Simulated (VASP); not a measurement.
Method: RPBE GGA, VASP's PBE PAW potentials (set 64) (plane waves; VASP 6.6.1).

VASP input:

**POSCAR**
```
Fe
1
   -1.4350000000     1.4350000000     1.4350000000
    1.4350000000    -1.4350000000     1.4350000000
    1.4350000000     1.4350000000    -1.4350000000
Fe
1
Direct
  0.0000000000   0.0000000000   0.0000000000
```

### KPOINTS
```
Automatic mesh
0
Gamma
16 16 16
0 0 0
```

### INCAR
```
! general
SYSTEM  = Fe
PREC    = Accurate
ENCUT   = 520
LREAL   = .False.
LASPH   = .True.

! electronic loop
EDIFF   = 1E-6
NELM    = 100
ALGO    = Normal
LMAXMIX = 4

! smearing
ISMEAR  = 1
SIGMA   = 0.1

! functional
GGA     = RP

! spin
ISPIN   = 2
MAGMOM  = 2.5

! ions
IBRION  = 2
NSW     = 60
ISIF    = 3
EDIFFG  = -0.01

! output
LWAVE   = .False.
LCHARG  = .False.
LORBIT  = 10
```

POTCAR, in this order: Fe (PBE.64 set). Program: vasp_std.

Output of the run:

OSZICAR:
```
       N       E                     dE             d eps       ncg     rms          rms(c)
DAV:   1     0.162791310499E+02    0.16279E+02   -0.40808E+03  5412   0.106E+03
DAV:   2    -0.833698457270E+01   -0.24616E+02   -0.23064E+02  5256   0.127E+02
DAV:   3    -0.864598963459E+01   -0.30901E+00   -0.30823E+00  5897   0.197E+01
DAV:   4    -0.864738804063E+01   -0.13984E-02   -0.13983E-02  5766   0.125E+00
DAV:   5    -0.864740088795E+01   -0.12847E-04   -0.12847E-04  5645   0.105E-01    0.106E+01
DAV:   6    -0.783754388783E+01    0.80986E+00   -0.13255E+01  5522   0.573E+01    0.582E+00
DAV:   7    -0.776399005034E+01    0.73554E-01   -0.92132E-01  5515   0.145E+01    0.333E+00
DAV:   8    -0.776378580184E+01    0.20425E-03   -0.13674E-02  6496   0.105E+00    0.157E+00
DAV:   9    -0.775656803750E+01    0.72178E-02   -0.13820E-02  6574   0.102E+00    0.469E-01
DAV:  10    -0.775795340111E+01   -0.13854E-02   -0.57922E-03  6383   0.819E-01    0.178E-01
DAV:  11    -0.775806725926E+01   -0.11386E-03   -0.40523E-04  5952   0.297E-01    0.569E-02
DAV:  12    -0.775806482517E+01    0.24341E-05   -0.33486E-06  5141   0.266E-02    0.309E-02
DAV:  13    -0.775806586696E+01   -0.10418E-05   -0.84409E-06  4995   0.295E-02    0.129E-02
DAV:  14    -0.775806594998E+01   -0.83020E-07   -0.15163E-06  2670   0.149E-02
   1 F= -.77580659E+01 E0= -.77581249E+01  d E =-.775807E+01  mag=     2.2777
       N       E                     dE             d eps       ncg     rms          rms(c)
DAV:   1    -0.777405781444E+01   -0.15992E-01   -0.34588E-01  5441   0.103E+01    0.119E+00
DAV:   2    -0.775996676673E+01    0.14091E-01   -0.17001E-01  5474   0.613E+00    0.115E+00
DAV:   3    -0.775837020040E+01    0.15966E-02   -0.12203E-02  5540   0.171E+00    0.405E-01
DAV:   4    -0.775821125723E+01    0.15894E-03   -0.11385E-04  5580   0.180E-01    0.921E-02
DAV:   5    -0.775808413047E+01    0.12713E-03   -0.17006E-04  5507   0.123E-01    0.180E-02
DAV:   6    -0.775808622621E+01   -0.20957E-05   -0.37217E-06  5412   0.258E-02    0.914E-03
DAV:   7    -0.775808553562E+01    0.69059E-06   -0.49252E-07  2645   0.997E-03
   2 F= -.77580855E+01 E0= -.77581861E+01  d E =-.195856E-04  mag=     2.2734
       N       E                     dE             d eps       ncg     rms          rms(c)
DAV:   1    -0.776231454796E+01   -0.42283E-02   -0.82989E-02  5434   0.508E+00    0.582E-01
DAV:   2    -0.775889242560E+01    0.34221E-02   -0.41642E-02  5474   0.300E+00    0.574E-01
DAV:   3    -0.775848519309E+01    0.40723E-03   -0.30573E-03  5537   0.853E-01    0.200E-01
DAV:   4    -0.775844507352E+01    0.40120E-04   -0.30962E-05  5585   0.933E-02    0.485E-02
DAV:   5    -0.775841145341E+01    0.33620E-04   -0.42192E-05  5441   0.637E-02    0.867E-03
DAV:   6    -0.775841240271E+01   -0.94931E-06   -0.83329E-07  3186   0.119E-02
   3 F= -.77584124E+01 E0= -.77584999E+01  d E =-.346453E-03  mag=     2.2751
```

**OUTCAR**
```
------------------------ aborting loop because EDIFF is reached ----------------------------------------
  FORCE on cell =-STRESS in cart. coord.  units (eV):
  Direction    XX          YY          ZZ          XY          YZ          ZX
  --------------------------------------------------------------------------------------
  Total        0.0050533      0.0050533      0.0050533      0.0000000      0.0000000     -0.0000000
  in kB        0.6898353      0.6898353      0.6898353      0.0000000      0.0000000     -0.0000000
  external PRESSURE =       0.6898353 kB  Pullay stress =       0.0000000 kB
  volume of cell :       11.74
      direct lattice vectors                 reciprocal lattice vectors
    -1.431618582  1.431618582  1.431618582     0.000000000  0.349255036  0.349255036
     1.431618582 -1.431618582  1.431618582     0.349255036  0.000000000  0.349255036
     1.431618582  1.431618582 -1.431618582     0.349255036  0.349255036  0.000000000
 POSITION                                       TOTAL-FORCE (eV/Angst)
 -----------------------------------------------------------------------------------
      0.00000      0.00000      0.00000        -0.000000     -0.000000     -0.000000
 -----------------------------------------------------------------------------------
    total drift:                                0.000000     -0.000000      0.000000
  FREE ENERGIE OF THE ION-ELECTRON SYSTEM (eV)
  ---------------------------------------------------
  free  energy   TOTEN  =        -7.7584124027 eV

  energy  without entropy=       -7.7586748745  energy(sigma->0) =       -7.75849989

 total charge

# of ion       s       p       d       tot
------------------------------------------
    1        0.472   0.513   6.212   7.197

 magnetization (x)

# of ion       s       p       d       tot
------------------------------------------
    1       -0.016  -0.061   2.360   2.282

 reached required accuracy - stopping structural energy minimisation
```
(Selected blocks of OUTCAR.)

### CONTCAR
```
Fe
   1.00000000000000
    -1.4316185819574412    1.4316185819574412    1.4316185819574412
     1.4316185819574412   -1.4316185819574412    1.4316185819574412
     1.4316185819574412    1.4316185819574412   -1.4316185819574412
  Fe
     1
Direct
     0.0000000000000000    0.0000000000000000    0.0000000000000000
```

The compound is Fe in the bcc structure. This run relaxes it. Symmetry was kept, so distortions that lower it aren't found.
